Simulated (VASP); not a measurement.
Given:

```
CELL_PARAMETERS angstrom
      0.00000     2.23929     2.23929
      2.23929     0.00000     2.23929
      2.23929     2.23929     0.00000
ATOMIC_POSITIONS crystal
  Ta 0.00000 0.00000 0.00000
  C  0.50000 0.50000 0.50000
```

The numbers are results of PBE GGA, VASP's PBE PAW potentials (set 64) (plane waves; VASP), not measurements. Numerical set-up: 520 eV cut-off, 16×16×16 Γ-centred mesh, tetrahedra with Blöchl corrections, potentials Ta_pv C.

Unless said otherwise, spin-orbit coupling is left out, though it shifts the bands of the heavy elements here.

Question: What does the run give for the energy per atom (σ→0), band gap (on the k-mesh) with the smallest direct gap where there is one?

Answer: 
```json
{
 "band gap (on the k-mesh)": "none (metal, semimetal or under 0.01 eV)",
 "energy per atom (σ→0)": "-11.100 eV/atom"
}
```

Only differences to runs with the same potentials and settings are physical.

The compound is TaC in the rock salt structure. It was relaxed first. The electron count is odd and the run is not spin-polarised, which forces a metal.
